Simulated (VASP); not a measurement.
Output of a VASP run:

**OSZICAR**
```
...
DAV:   1    -0.450568465536E+01   -0.52008E-01   -0.97401E-01  2179   0.886E+00    0.133E+00
DAV:   2    -0.446084287252E+01    0.44842E-01   -0.95978E-02  2176   0.256E+00    0.418E-01
DAV:   3    -0.445469552798E+01    0.61473E-02   -0.20736E-02  2181   0.123E+00    0.320E-01
DAV:   4    -0.445442176723E+01    0.27376E-03   -0.77121E-04  2212   0.166E-01    0.265E-02
DAV:   5    -0.445439313006E+01    0.28637E-04   -0.24351E-04  2289   0.132E-01    0.163E-02
DAV:   6    -0.445439082074E+01    0.23093E-05   -0.79258E-06  2248   0.232E-02    0.181E-03
DAV:   7    -0.445439063372E+01    0.18702E-06   -0.13330E-07  1109   0.355E-03
   3 F= -.44543906E+01 E0= -.44539595E+01  d E =-.475118E-01
       N       E                     dE             d eps       ncg     rms          rms(c)
DAV:   1    -0.445538152899E+01   -0.99071E-03   -0.18555E-02  2179   0.121E+00    0.181E-01
DAV:   2    -0.445451412521E+01    0.86740E-03   -0.18905E-03  2176   0.362E-01    0.570E-02
DAV:   3    -0.445440050603E+01    0.11362E-03   -0.39668E-04  2181   0.170E-01    0.427E-02
DAV:   4    -0.445440114326E+01   -0.63723E-06   -0.16633E-05  2180   0.238E-02    0.508E-03
DAV:   5    -0.445440011385E+01    0.10294E-05   -0.46510E-06  2174   0.181E-02    0.300E-03
DAV:   6    -0.445440021126E+01   -0.97406E-07   -0.13022E-07  1093   0.304E-03
   4 F= -.44544002E+01 E0= -.44539725E+01  d E =-.475214E-01
       N       E                     dE             d eps       ncg     rms          rms(c)
DAV:   1    -0.445769769185E+01   -0.32976E-02   -0.11436E-01  2237   0.265E+00    0.237E-01
DAV:   2    -0.445579859687E+01    0.18991E-02   -0.15660E-03  2235   0.406E-01    0.136E-01
DAV:   3    -0.445490653696E+01    0.89206E-03   -0.14865E-03  2252   0.380E-01    0.382E-02
DAV:   4    -0.445490076702E+01    0.57699E-05   -0.12381E-04  2270   0.933E-02    0.793E-03
DAV:   5    -0.445490005636E+01    0.71066E-06   -0.61568E-06  2324   0.236E-02
   5 F= -.44549001E+01 E0= -.44544530E+01  d E =-.499845E-03
       N       E                     dE             d eps       ncg     rms          rms(c)
DAV:   1    -0.448043320130E+01   -0.25532E-01   -0.10290E+00  2238   0.795E+00    0.706E-01
DAV:   2    -0.446381884163E+01    0.16614E-01   -0.13518E-02  2227   0.118E+00    0.406E-01
DAV:   3    -0.445591762066E+01    0.79012E-02   -0.13125E-02  2258   0.112E+00    0.112E-01
DAV:   4    -0.445588166156E+01    0.35959E-04   -0.10850E-03  2267   0.277E-01    0.236E-02
DAV:   5    -0.445587415927E+01    0.75023E-05   -0.54931E-05  2321   0.708E-02    0.131E-02
DAV:   6    -0.445587315728E+01    0.10020E-05   -0.49522E-06  2192   0.209E-02    0.147E-03
DAV:   7    -0.445587314542E+01    0.11862E-07   -0.13825E-07  1091   0.335E-03
   6 F= -.44558731E+01 E0= -.44552813E+01  d E =-.147293E-02
       N       E                     dE             d eps       ncg     rms          rms(c)
DAV:   1    -0.446007676291E+01   -0.42036E-02   -0.17618E-01  2222   0.328E+00    0.291E-01
DAV:   2    -0.445726462356E+01    0.28121E-02   -0.22679E-03  2243   0.494E-01    0.168E-01
DAV:   3    -0.445591851627E+01    0.13461E-02   -0.22402E-03  2260   0.472E-01    0.446E-02
DAV:   4    -0.445591285875E+01    0.56575E-05   -0.18264E-04  2244   0.114E-01    0.966E-03
DAV:   5    -0.445591174517E+01    0.11136E-05   -0.86555E-06  2359   0.283E-02    0.532E-03
DAV:   6    -0.445591152046E+01    0.22471E-06   -0.76503E-07  1187   0.849E-03
   7 F= -.44559115E+01 E0= -.44552117E+01  d E =-.151131E-02
```

File OUTCAR:
```
------------------------ aborting loop because EDIFF is reached ----------------------------------------
  FORCE on cell =-STRESS in cart. coord.  units (eV):
  Direction    XX          YY          ZZ          XY          YZ          ZX
  --------------------------------------------------------------------------------------
  Total       -0.0088251     -0.0088251      0.0169114      0.0000000      0.0000000      0.0000000
  in kB       -0.2248023     -0.2248023      0.4307831      0.0000000      0.0000000      0.0000000
  external PRESSURE =      -0.0062738 kB  Pullay stress =       0.0000000 kB
  volume of cell :       62.90
      direct lattice vectors                 reciprocal lattice vectors
     1.796459408 -3.111559083 -0.000000000     0.278325242 -0.160691148 -0.000000000
     1.796459408  3.111559083 -0.000000000     0.278325242  0.160691148 -0.000000000
     0.000000000  0.000000000  5.626080675     0.000000000  0.000000000  0.177743630
 POSITION                                       TOTAL-FORCE (eV/Angst)
 -----------------------------------------------------------------------------------
      1.79646      1.03719      1.40652        -0.000000     -0.000000      0.000000
      1.79646     -1.03719      4.21956         0.000000      0.000000      0.000000
 -----------------------------------------------------------------------------------
    total drift:                               -0.000021      0.000479      0.000011
  FREE ENERGIE OF THE ION-ELECTRON SYSTEM (eV)
  ---------------------------------------------------
  free  energy   TOTEN  =        -4.4559115205 eV

  energy  without entropy=       -4.4538120504  energy(sigma->0) =       -4.45521170

 reached required accuracy - stopping structural energy minimisation
```
(Selected blocks of OUTCAR.)

**POSCAR**
```
Tl
1
    1.7300000000    -2.9964480000     0.0000000000
    1.7300000000     2.9964480000     0.0000000000
    0.0000000000     0.0000000000     5.5200000000
Tl
2
Direct
  0.3333330000   0.6666670000   0.2500000000
  0.6666670000   0.3333330000   0.7500000000
```

Problem. Write an INCAR and KPOINTS that could have produced this output.

Solution. Several could match; the one computed here: the input of the run itself, PBE GGA, plane waves, VASP's PBE PAW potentials (set 64).

**INCAR**
```
# general
SYSTEM   =  Tl
PREC     =  Accurate
ENCUT    =  520
LREAL    =  .False.
LASPH    =  .True.

# electronic loop
EDIFF    =  1E-6
NELM     =  100
ALGO     =  Normal
LMAXMIX  =  4

# smearing
ISMEAR   =  1
SIGMA    =  0.1

# functional
GGA      =  PE

# ions
IBRION   =  2
NSW      =  60
ISIF     =  3
EDIFFG   =  -0.01

# output
LWAVE    =  .False.
LCHARG   =  .False.
```

### KPOINTS
```
Regular mesh
0
G
11 11 6
0 0 0
```

POTCAR, in this order: Tl_d (PBE.64 set). Program: vasp_std.

Energy and stress use the plane-wave basis of the starting cell.

The compound is Tl in the hcp structure. This run relaxes it. Symmetry was kept, so distortions that lower it aren't found.
